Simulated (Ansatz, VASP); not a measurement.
# Cross-check of Ca2CdO3 between VASP and Ansatz, part 2 of 2

Wanted: the spread between two codes on one cell, functional and k mesh. The cell is generated by rule, not measured, and may not be a known phase. The cell is taken from a series of runs on this material, whose earlier steps may have relaxed, scaled, displaced or heated it; both programs get it as it stands.

VASP 6.6.1 and Ansatz 0.2.0.

So far: The starting structure; Ansatz: relaxation of cell and atoms, PBEsol; VASP: relaxation of cell and atoms, PBEsol.

### 3. VASP: relaxation of cell and atoms, PBEsol (continued)

Level of this step: PBEsol; plane waves and PAW (Ca_sv, Cd, O); invented cell (VASP).

Numbers of over 12 decimals in the logs are rounded to 6 here.

OUTCAR, selected parts (step 3):

```text
ion  position               nearest neighbor table
   1  0.003  0.997  0.994-   6 2.32   4 2.37   4 2.37   4 2.37   4 2.37   5 2.39   3 3.32   3 3.32
                             3 3.32   3 3.32
   2  0.331  0.669  0.339-   6 2.32   5 2.37   5 2.37   5 2.37   5 2.37   4 2.39   3 3.32   3 3.32
                             3 3.32   3 3.32
   3  0.667  0.333  0.667-   5 2.37   4 2.37   6 2.37   6 2.37   6 2.37   6 2.37   2 3.32   2 3.32
                             2 3.32   2 3.32   1 3.32   1 3.32   1 3.32   1 3.32
   4  0.499  0.501  0.001-   3 2.37   1 2.37   1 2.37   1 2.37   1 2.37   2 2.39
   5  0.834  0.166  0.332-   3 2.37   2 2.37   2 2.37   2 2.37   2 2.37   1 2.39
   6  0.167  0.833  0.667-   2 2.32   1 2.32   3 2.37   3 2.37   3 2.37   3 2.37

  LATTYP: Found a body centered tetragonal cell.
 ALAT       =     3.3579496947
 C/A-ratio  =     4.2111244318

 Subroutine GETGRP returns: Found 16 space group operations
 (whereof  8 operations were pure point group operations)

The static configuration has the point symmetry C_4v.
 The point group associated with its full space group is D_4h.

 Found     59 irreducible k-points:

   k-points           NKPTS =     59   k-points in BZ     NKDIM =     59   number of bands    NBANDS=     31

   dimension x,y,z NGX =    28 NGY =   28 NGZ =   60
   dimension x,y,z NGXF=    56 NGYF=   56 NGZF=  120

   ENCUT  =  600.0 eV  44.10 Ry    6.64 a.u.   6.71  6.71 14.90*2*pi/ulx,y,z

   NELECT =      50.0000    total number of electrons

 k-points in reciprocal lattice and weights: Automatic mesh
   0.00000000  0.00000000  0.00000000       0.002
   0.12500000  0.00000000 -0.00000000       0.016
   0.25000000  0.00000000 -0.00000000       0.016
   0.37500000  0.00000000  0.00000000       0.016
   0.50000000  0.00000000 -0.00000000       0.008
   0.12500000  0.12500000  0.00000000       0.008
   0.25000000  0.12500000 -0.00000000       0.031
   0.37500000  0.12500000  0.00000000       0.031
   0.50000000  0.12500000  0.00000000       0.031
[...]
-0.12500000  0.12500000  0.37500000       0.008
   0.00000000  0.00000000  0.50000000       0.002

 average (electrostatic) potential at core
       1 -43.8234       2 -43.8234       3 -37.1445       4 -70.5773       5 -70.5774
       6 -71.1004

 E-fermi :   3.1316

 k-point     1 :       0.0000    0.0000    0.0000
  band No.  band energies     occupation
    ...
     21       1.6886      2.00000
     22       1.6886      2.00000
     23       1.7293      2.00000
     24       1.9139      2.00000
     25       1.9139      2.00000
     26       3.9311      0.00000
     27       6.1616      0.00000
     28       7.3716      0.00000
     29       8.9478      0.00000
     30       8.9489      0.00000
    ...

 k-point     2 :       0.1250    0.0000   -0.0000
  band No.  band energies     occupation
    ...
     21       1.3521      2.00000
     22       1.4582      2.00000
     23       1.5460      2.00000
     24       1.7033      2.00000
     25       1.7575      2.00000
     26       4.4674      0.00000
     27       6.5791      0.00000
     28       7.7009      0.00000
     29       8.8584      0.00000
     30       9.1780      0.00000
    ...

 k-point     3 :       0.2500    0.0000   -0.0000
  band No.  band energies     occupation
    ...
     21       1.1452      2.00000
     22       1.2194      2.00000
     23       1.2548      2.00000
     24       1.6466      2.00000
     25       1.7606      2.00000
     26       5.5694      0.00000
     27       7.5931      0.00000
     28       8.4573      0.00000
     29       8.6286      0.00000
     30       9.5326      0.00000
    ...

  Total        0.0045961      0.0045961      0.0059949      0.0000000      0.0000000      0.0000000
  in kB        0.0918046      0.0918046      0.1197464      0.0000000      0.0000000      0.0000000
  external PRESSURE =       0.1011186 kB  Pullay stress =       0.0000000 kB

  energy-cutoff  :      600.00
  volume of cell :       80.21
      direct lattice vectors                 reciprocal lattice vectors
     2.379229853  2.379229853 -0.000000000     0.210152037  0.210152037 -0.070573247
    -2.379229853  2.379229853 -0.000000000    -0.210152037  0.210152037  0.070573247
     2.379229853 -0.000000000  7.084837680    -0.000000000  0.000000000  0.141146494

 POSITION                                       TOTAL-FORCE (eV/Angst)
 -----------------------------------------------------------------------------------
      0.00000      2.37923      7.04529        -0.000000     -0.000000      0.003578
      0.00000      2.37923      2.40117         0.000000      0.000000     -0.003578
      2.37923      2.37923      4.72322         0.000000      0.000000     -0.000000
      0.00000      2.37923      0.01191        -0.000000     -0.000000      0.003010
      2.37923      2.37923      2.34970         0.000000      0.000000     -0.003010
     -0.00000      2.37923      4.72322         0.000000      0.000000     -0.000000
 -----------------------------------------------------------------------------------
    total drift:                               -0.000000     -0.000000     -0.001826

  FREE ENERGIE OF THE ION-ELECTRON SYSTEM (eV)
  ---------------------------------------------------
  free  energy   TOTEN  =       -35.4385203930 eV

  energy  without entropy=      -35.4385203930  energy(sigma->0) =      -35.43852039

 reached required accuracy - stopping structural energy minimisation

 total charge
# of ion       s       p       d       tot
------------------------------------------
    1        2.043   5.882   0.312   8.237
    2        2.043   5.882   0.312   8.237
    3        0.348   0.269   9.633  10.250
    4        1.546   3.423   0.000   4.968
    5        1.546   3.423   0.000   4.968
    6        1.557   3.376   0.000   4.933
--------------------------------------------------
tot          9.083  22.255  10.257  41.595

[... 3 further parts left out ...]
```

### 4. Side by side

Known differences besides the potentials themselves: fixed occupations in Ansatz, narrow Gaussian smearing in VASP; the data sets hold 58 valence electrons in Ansatz (on its default PAW (the set named soft_2) files) and 50 in VASP; the cutoff is 420 eV in Ansatz and 600 eV in VASP; Ansatz makes its cores anew for this functional, VASP keeps those of its PBE data sets; Ansatz adds a Pulay correction to the stress that steers its cell, VASP none. Total energies have different zeros and are not compared.

The two programs side by side:

| quantity | Ansatz | VASP | difference |
| --- | --- | --- | --- |
| volume (Å³) | 79.72 | 80.21 | -0.61 % |
| edge a after relaxation, in the typed setting (Å) | 3.358 | 3.365 | -0.20 % |
| edge c after relaxation, in the typed setting (Å) | 7.458 | 7.474 | -0.21 % |

### 5. Summary of results

| Item | Value |
| --- | --- |
| difference in volume (relaxation of cell and atoms, PBEsol) | -0.61 % |

**Reading.** The difference in volume is -0.61 % (relaxation of cell and atoms, PBEsol), within the 1.2 % picked in this series as the mark of a large difference, as far as the stopping tolerances let one tell. The data sets hold unlike numbers of valence electrons (58 in Ansatz and 50 in VASP), so part of the differences comes from the potentials. 1 further run of this series is not shown here. Such differences can come from data sets, numerical settings and the points named under the comparisons, not from the functional's error against experiment.

[Lines on the potential files, build, host, timing and source positions are cut from VASP's logs without a mark.]

[Logs are printed without paths, hosts, clocks, repeated set-up lines and the standing remarks that a program may print on its own settings, such as how far it seeks lower states.]

[Hosts, paths, dates, database ids (printed as entryN), source tags and the programs' standing remarks are cut or masked in the printed files.]
